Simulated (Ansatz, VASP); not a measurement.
KMgI3 in VASP and in Ansatz

Contents of POSCAR:

```
KMgI3
1.0
    5.8138566201      0.0000000000      0.0000000000
    0.0000000000      5.8138566201      0.0000000000
    0.0000000000      0.0000000000      5.8138566201
K Mg I
1 1 3
Direct
    0.0000000000      0.0000000000      0.0000000000
    0.5000000000      0.5000000000      0.5000000000
    0.5000000000      0.5000000000      0.0000000000
    0.5000000000      0.0000000000      0.5000000000
    0.0000000000      0.5000000000      0.5000000000
```

The input INCAR.step1:

```
PREC     = Accurate       # precision mode
ENCUT    = 520            # plane-wave cutoff, eV
ISMEAR   = 0              # smearing method
SIGMA    = 0.01           # smearing width, eV
LREAL    = False          # projectors in reciprocal space
LASPH    = True           # aspherical terms in the spheres
NELM     = 100            # most SCF steps
NBANDS   = 24             # bands
GGA      = PE             # functional
ALGO     = Normal         # electronic algorithm
EDIFF    = 1E-4           # SCF threshold, eV
LWAVE    = True           # write WAVECAR
LCHARG   = False          # write CHGCAR
```

The input INCAR.step2:

```
PREC     = Accurate       # precision mode
ENCUT    = 520            # plane-wave cutoff, eV
EDIFF    = 1E-6           # SCF threshold, eV
ISMEAR   = 0              # smearing method
SIGMA    = 0.01           # smearing width, eV
LREAL    = False          # projectors in reciprocal space
LASPH    = True           # aspherical terms in the spheres
NELM     = 100            # most SCF steps
ALGO     = Normal         # electronic algorithm
ISIF     = 2              # what is computed and relaxed
LWAVE    = False          # write WAVECAR
LCHARG   = False          # write CHGCAR
METAGGA  = R2SCAN         # meta-GGA
LMIXTAU  = True         
NBANDS   = 24             # bands
ISTART   = 1
```

File KPOINTS:

```
Automatic mesh
0
Gamma
  4 4 4
```

Input for Ansatz:

```yaml
crystal:
  lattice:
    - [5.8138566201, 0.0, 0.0]
    - [0.0, 5.8138566201, 0.0]
    - [0.0, 0.0, 5.8138566201]
  atoms:
    - { symbol: K, position: [0.0, 0.0, 0.0] }
    - { symbol: Mg, position: [0.5, 0.5, 0.5] }
    - { symbol: I, position: [0.5, 0.5, 0.0] }
    - { symbol: I, position: [0.5, 0.0, 0.5] }
    - { symbol: I, position: [0.0, 0.5, 0.5] }
kpoints:
  mp_grid: { grid: [4, 4, 4] }
  band_path:
    path: [[0.0, 0.0, 0.0], [0.0, 0.5, 0.0], [0.5, 0.5, 0.0], [0.5, 0.5, 0.5]]
    npoints: 1
hamiltonian:
  xc: r2scan
scf:
  occupations: { method: fixed }
  n_extra_bands: 5
output:
  forces: true
  stress: true
  eigenvalues: true
```

Alike in both runs: task single point; functional r2SCAN; k mesh 4 × 4 × 4; no spin polarisation.

|  | VASP | Ansatz |
| --- | --- | --- |
| version | VASP 6.6.1 | Ansatz 0.2.0 |
| potentials or method | VASP PAW PBE potentials, release 64 (K_sv, Mg, I) | plane waves, PAW |
| plane-wave cutoff (eV) | 520 | 500 |
| occupations | gaussian, width 0.01 eV | fixed |
| valence electrons in the cell | 32 | 70 |

VASP gave:

- gap on the k mesh at the Fermi level (eV): 1.83
- pressure (GPa): -0.1

Problem. Estimate Ansatz's values.

Solution. gap on the k mesh at the Fermi level (eV): 1.87; pressure (GPa): 0.0.

The two sets of potentials don't hold the same shells in valence.

Caveats: the PAW data sets were made with another functional, which shifts forces and pressure a little (VASP); spin-orbit coupling is left out, which moves the levels of the heavy elements. A k mesh can miss the band edges. r2SCAN opens gaps a little over a GGA but as a rule still falls short of measured ones.
